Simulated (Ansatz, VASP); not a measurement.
# HC4 (C(111) slab, H on the bottom face) in two plane-wave programs, part 3 of 3

One calculation is typed for both programs; each brings its own data sets. How far apart do they land? Of the first pair: The cell is taken from a series of runs on this material, whose earlier steps may have relaxed, scaled, displaced or heated it; both programs get it as it stands.

VASP 6.6.1 and Ansatz 0.2.0.

So far. Step 4 (Side by side): The forces differ by 15 meV/Å r.m.s., which is 0.8 % of the r.m.s. force of 1.932 eV/Å (both taken over all components). With vacuum in the cell, a pressure given here is an average over mostly empty space and none of the material. Step 7 (Differences): The forces differ by 10 meV/Å r.m.s., which is 1.1 % of the r.m.s. force of 0.942 eV/Å (both taken over all components). With vacuum in the cell, a pressure given here is an average over mostly empty space and none of the material.

## 9. VASP: single point, LDA, start cell, pair 3

Level of this step: LDA; plane waves and PAW (C, H) (VASP).

The same cell, functional (in two slightly different forms), mesh and smearing now go to VASP, with its own data sets.

Input file INCAR:

```
SYSTEM = HC4
PREC = Accurate
ENCUT = 520
EDIFF = 1E-06
NELM = 120
ISMEAR = -1
SIGMA = 0.025
LREAL = Auto
ALGO = Normal
GGA = PW92
NBANDS = 192
LORBIT = 11
LWAVE = .FALSE.
LCHARG = .FALSE.
ISIF = 2
LASPH = .TRUE.
GGA_COMPAT = .FALSE.
KPAR = 4
```

Input file POSCAR:

```
HC4
1.0
   10.0890000000      0.0000000000      0.0000000000
   -5.0445000000      8.7373300000      0.0000000000
    0.0000000000      0.0000000000     13.6642600000
C H
64 16
Direct
    0.3363686525      0.9171222788      0.4835680820
    0.2510763094      0.0023805900      0.4424681615
    0.1631989247      0.8321764200      0.6360827443
    0.3325963631      0.9137802967      0.5966294552
    0.3381803952      0.6723564293      0.4833704862
    0.2514717512      0.7476654768      0.4433024547
    0.1648641981      0.5820427980      0.6365511195
    0.3378779797      0.6741304266      0.5978808951
    0.5853700019      0.9185643669      0.4841681877
    0.5018974798      0.0013963076      0.4470714111
    0.4155939634      0.8327143418      0.6334774075
    0.5786275739      0.9161608867      0.5932190986
    0.3376115695      0.4197964367      0.4797771705
    0.2524758996      0.5014232037      0.4473714640
    0.1657263161      0.3321266337      0.6339018725
    0.3323241491      0.4181025554      0.5951804196
    0.5821829236      0.6618383419      0.4850976196
    0.5030086618      0.7523350955      0.4452491390
    0.4160984355      0.5826379455      0.6363901155
    0.5829894328      0.6686253123      0.5956268397
    0.8335127157      0.9165843570      0.4829387029
    0.7522899559      0.9983255754      0.4440782011
    0.6710217667      0.8356900792      0.6348971697
    0.8367956515      0.9161723318      0.5959488476
    0.3319638738      0.1614795367      0.4823605523
    0.2489104869      0.2504426409      0.4445465763
    0.1674240909      0.0822562499      0.6352118593
    0.3325953895      0.1661720457      0.5974125200
    0.5822536106      0.4149780310      0.4803406844
    0.5001542123      0.5002786893      0.4462663913
    0.4122720590      0.3321266337      0.6348605779
    0.5841711932      0.4191898440      0.5950779625
    0.8354544772      0.6656953554      0.4847609750
    0.7511198948      0.7538801899      0.4452564574
    0.6714044509      0.5861630498      0.6314209478
    0.8298420007      0.6674350173      0.5970831937
    0.0877698865      0.9188047149      0.4838315430
    0.0008807034      0.9986689298      0.4493986502
    0.9134774415      0.8327830127      0.6363535237
    0.0818937823      0.9169048210      0.5954804724
    0.5850396354      0.1688502094      0.4816579895
    0.5026933663      0.2504655312      0.4478617942
    0.4174078805      0.0817183281      0.6324601552
    0.5873162792      0.1688044288      0.5973686098
    0.8356785728      0.4161683260      0.4856099050
    0.7526281130      0.5037694582      0.4474007374
    0.6616073128      0.3324127623      0.6329797589
    0.8303485191      0.4136160589      0.5949315953
    0.0833280475      0.6678355974      0.4839779103
    0.0011668449      0.7499201701      0.4476715168
    0.9177562789      0.5834162153      0.6339531010
    0.0838670542      0.6636008941      0.5957366151
    0.8345597275      0.1648672993      0.4833924413
    0.7504857196      0.2494698037      0.4443270254
    0.6624927025      0.0815123155      0.6353874999
    0.8297265548      0.1647757381      0.5933801025
    0.0839655915      0.4188579349      0.4834217148
    0.9993151882      0.5004045858      0.4463176198
    0.9179680996      0.3295629214      0.6341872886
    0.0834956210      0.4139136327      0.5951584645
    0.0867854818      0.1704983101      0.4817018997
    0.0029819896      0.2526286634      0.4444733926
    0.9210058665      0.0858614703      0.6339896928
    0.0834069273      0.1680032687      0.5986932333
    0.2491405547      0.0026323831      0.3667523891
    0.2461181546      0.7474251287      0.3659985978
    0.5020946736      0.0006409281      0.3648130232
    0.2507622027      0.5021785832      0.3661230100
    0.4966597917      0.7441174821      0.3648788884
    0.7456099042      0.9975930862      0.3679818739
    0.2536375946      0.2544255511      0.3648715701
    0.4986177755      0.4999811155      0.3663791526
    0.7492837414      0.7492563518      0.3633566692
    0.9995185708      0.0022089128      0.3671475806
    0.5000295908      0.2520564062      0.3673085846
    0.7478283063      0.4980354410      0.3652887167
    0.9963890342      0.7490274489      0.3651569862
    0.7485471478      0.2513811428      0.3668621645
    0.0034179045      0.5024647118      0.3653692187
    0.9997008289      0.2506257632      0.3641031421
```

Input file KPOINTS:

```
Automatic mesh
0
Gamma
2 2 1
0 0 0
```

PAW data sets: C and H (LDA family, release 64).

The run is started by

```sh
$ mpirun -np 8 vasp_std
```

Numbers of over 12 decimals in the logs are rounded to 6 here.

Output:

```text
[... set-up lines as in an earlier step ...]
 entering main loop
       N       E                     dE             d eps       ncg     rms          rms(c)
DAV:   1     0.177806650616E+04    0.17781E+04   -0.12153E+05  1552   0.121E+03
DAV:   2    -0.445520482340E+03   -0.22236E+04   -0.21073E+04  2080   0.290E+02
DAV:   3    -0.690371387709E+03   -0.24485E+03   -0.24051E+03  1920   0.940E+01
DAV:   4    -0.698398107571E+03   -0.80267E+01   -0.79625E+01  2128   0.193E+01
[...]
DAV:  41    -0.661341571546E+03   -0.84604E-05   -0.22513E-06  1232   0.155E-03    0.797E-03
DAV:  42    -0.661341573561E+03   -0.20143E-05   -0.73331E-07  1256   0.919E-04    0.257E-03
DAV:  43    -0.661341574196E+03   -0.63509E-06   -0.18824E-07  1184   0.489E-04
   1 F= -.66134157E+03 E0= -.66122406E+03  d E =-.235027E+00
```

From OUTCAR (step 9):

```text
  FREE ENERGIE OF THE ION-ELECTRON SYSTEM (eV)
  ---------------------------------------------------
  free  energy   TOTEN  =      -661.3415741958 eV

  energy  without entropy=     -661.1065473071  energy(sigma->0) =     -661.22406075

[... 1 part as in an earlier step ...]
```

## 10. Comparison

Forces on 10 of the 80 atoms, those with the largest forces and the largest differences (eV/Å; atoms numbered as in POSCAR):

| atom | Ansatz x, y, z | VASP x, y, z |
| --- | --- | --- |
| C2 | 0.789, -1.119, 4.921 | 0.799, -1.129, 4.905 |
| C8 | -0.355, -2.251, 4.631 | -0.354, -2.271, 4.644 |
| C11 | 0.252, 0.820, -4.773 | 0.253, 0.833, -4.722 |
| C12 | 1.313, 0.444, 5.166 | 1.325, 0.440, 5.166 |
| C15 | 0.308, 0.791, -4.891 | 0.309, 0.798, -4.846 |
| C20 | 0.897, -0.485, 5.187 | 0.901, -0.489, 5.189 |
| C35 | -1.703, -0.579, -4.402 | -1.716, -0.584, -4.358 |
| C36 | 1.727, 0.091, 4.955 | 1.746, 0.098, 4.957 |
| C39 | 0.799, 0.290, -4.272 | 0.808, 0.290, -4.227 |
| C48 | 0.402, 0.737, 5.814 | 0.402, 0.734, 5.819 |

The forces differ by 15 meV/Å r.m.s., which is 0.8 % of the r.m.s. force of 1.932 eV/Å (both taken over all components). With vacuum in the cell, a pressure given here is an average over mostly empty space and none of the material.

## 11. What came out

```yaml
r_m_s_force_difference_single_point_lda_pair_1: 0.76 % of the r.m.s. force
r_m_s_force_difference_single_point_lda_pair_2: 1.1 % of the r.m.s. force
r_m_s_force_difference_single_point_lda_start_cell_pair_3: 0.76 % of the r.m.s. force
```

In words: The r.m.s. force difference is 1.1 % of the r.m.s. force (single point, LDA, pair 2), within the 3 % picked in this series as the mark of a large difference. 1 further run of this series is not shown here. How closely two codes agree says nothing of how well the functional describes the real material.

[Lines on the potential files, build, host, timing and source positions are cut from VASP's logs without a mark.]

[Logs are printed without paths, hosts, clocks, repeated set-up lines and the standing remarks that a program may print on its own settings, such as how far it seeks lower states.]

[Hosts, paths, dates, database ids (printed as entryN), source tags and the programs' standing remarks are cut or masked in the printed files.]
